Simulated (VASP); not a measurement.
Data:

```xyz
3
Lattice="0.0000 3.4979 3.4979 3.4979 0.0000 3.4979 3.4979 3.4979 0.0000" Properties=species:S:1:pos:R:3 pbc="T T T"
Sr     0.0000     0.0000     0.0000
Cl     1.7490     1.7490     1.7490
Cl     5.2469     5.2469     5.2469
```

Computed with r2SCAN meta-GGA, VASP's PBE PAW potentials (set 64) (plane waves; VASP 6.6.1). Run with 400 eV cut-off, 5×5×5 Γ-centred mesh, Gaussian smearing of 0.050 eV, potentials Sr_sv Cl.

Q: Predict the energy per atom (σ→0).

A: 
```json
{
  "energy per atom (σ→0)": "-11.896 eV/atom"
}
```

Total energies compare only between runs with the same potentials, cut-off and functional.

The compound is SrCl2 in the fluorite structure. It was relaxed first. The start is the result of an earlier pass.
